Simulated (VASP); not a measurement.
The cell holds one PtS₂ (1T layered) monolayer, with vacuum along c. Ionisation potential and electron affinity count from the cell's own band edges, surface states included.

Here is the system:

```
PtS2
1.0
    3.53968     0.00000     0.00000
   -1.76984     3.06546     0.00000
    0.00000     0.00000    17.36593
S Pt
2 1
Cartesian
  1.76984   1.02182   7.44216
  0.00000   2.04364   9.92377
  0.00000   0.00000   8.68296
```

Calculation: PBE GGA with D3 dispersion (Becke-Johnson damping), VASP's PBE PAW potentials (set 64) (plane waves; VASP). Run with 400 eV cut-off, 12×12×1 Γ-centred mesh, Gaussian smearing of 0.050 eV, potentials S Pt.

Task: Predict its energy to cut it from the bulk, per area, ionisation potential, electron affinity.

Result: 
| Property | Result |
|---|---|
| energy to cut it from the bulk, per area | 35.7 meV/Å² |
| ionisation potential | 6.34 eV |
| electron affinity | 4.51 eV |

The cell is a sheet with vacuum, built from PtS2 (1T layered).
